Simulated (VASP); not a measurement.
# Si: single point with PBE

Si:

```
Si
1.0
     0.00000    2.71550    2.71550
     2.71550    0.00000    2.71550
     2.71550    2.71550    0.00000
Si
2
Direct
  0.00000 0.00000 0.00000
  0.25000 0.25000 0.25000
```

```json
{
  "Program": "VASP 6.6.1",
  "Task": "single point",
  "Functional": "PBE",
  "Potentials or basis": "VASP PAW PBE potentials, release 64 (Si)",
  "Cutoff": "520 eV",
  "k mesh": "6 × 6 × 6",
  "Occupations": "gaussian, width 0.1 eV",
  "Spin": "no spin polarisation"
}
```

```
Pressure               : 2.0 GPa
Band gap on the k mesh : 0.71 eV, indirect (least direct gap 2.56 eV)
```

Levels at points of the mesh, in eV from the valence-band top:
| k point | band 2 | band 3 | band 4 | band 5 | band 6 | band 7 |
| --- | --- | --- | --- | --- | --- | --- |
| (0.00, 0.00, 0.00) | 0.00 | 0.00 | 0.00 | 2.56 | 2.56 | 2.56 |
| (0.50, 0.00, 0.00) | -6.97 | -1.20 | -1.20 | 1.54 | 3.34 | 3.34 |
| (0.50, 0.50, 0.00) | -7.81 | -2.85 | -2.85 | 0.71 | 0.71 | 10.11 |

Run time: 5.6 s on 1 thread of Intel(R) Xeon(R) Platinum 8488C (Sapphire Rapids), on a shared host, peak memory 0.15 GiB.

A k mesh can miss the band edges. A hybrid or GW would open this gap; PBE tends to underestimate it.
